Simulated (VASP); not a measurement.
Here is the system:

```xyz
1
Lattice="3.3377 0.0000 0.0000 0.0000 3.3377 0.0000 0.0000 0.0000 3.3377" Properties=species:S:1:pos:R:3 pbc="T T T"
Sm     0.0000     0.0000     0.0000
```

Method: r2SCAN meta-GGA, VASP's PBE PAW potentials (set 64) (plane waves; VASP). Run with 400 eV cut-off, 10×10×10 Γ-centred mesh, first-order Methfessel-Paxton smearing of 0.10 eV, potentials Sm_3.

The 4f electrons are frozen in the core of the lanthanide potential, so 4f levels, which can set the real gap, and their magnetism are missing. Energy and stress use the plane-wave basis of the starting cell.

The ions, cell shape and volume are relaxed. Which structure does the run end with?

```xyz
1
Lattice="3.2253 0.0000 0.0000 0.0000 3.2253 0.0000 0.0000 0.0000 3.2253" Properties=species:S:1:pos:R:3 pbc="T T T"
Sm     0.0000     0.0000     0.0000
```
Space group Pm-3m (221), at a tolerance of 0.03 Å.

How do energy and volume change from the first to the last step?

The energy (σ→0) changes by -33.4 meV/atom and the volume by -9.8 %, in 3 ionic steps.

The structure was generated: Sm was put into the simple-cubic type (Pm-3m), which need not be its known phase. This run relaxes it. Symmetry was kept, so distortions that lower it aren't found.
